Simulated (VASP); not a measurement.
```
CsI
1.0
    4.61336     0.00000     0.00000
    0.00000     4.61336     0.00000
    0.00000     0.00000     4.61336
Cs I
1 1
Direct
  0.00000   0.00000   0.00000
  0.50000   0.50000   0.50000
```

Computed with r2SCAN meta-GGA, VASP's PBE PAW potentials (set 64) (plane waves; VASP). Settings: 520 eV cut-off, 6×6×6 Γ-centred mesh, Gaussian smearing of 0.050 eV, potentials Cs_sv I.

Unless said otherwise, spin-orbit coupling is left out, though it shifts the bands of the heavy elements here.

Q: What does the run give for the energy per atom (σ→0), band gap (on the k-mesh) with the smallest direct gap where there is one?

A: 
```json
{
  "band gap (on the k-mesh)": "4.49 eV",
  "smallest direct gap (on the k-mesh)": "4.58 eV",
  "energy per atom (σ→0)": "-26.563 eV/atom"
}
```

Only differences to runs with the same potentials and settings are physical.

The compound is CsI in the CsCl type structure. It was relaxed first.
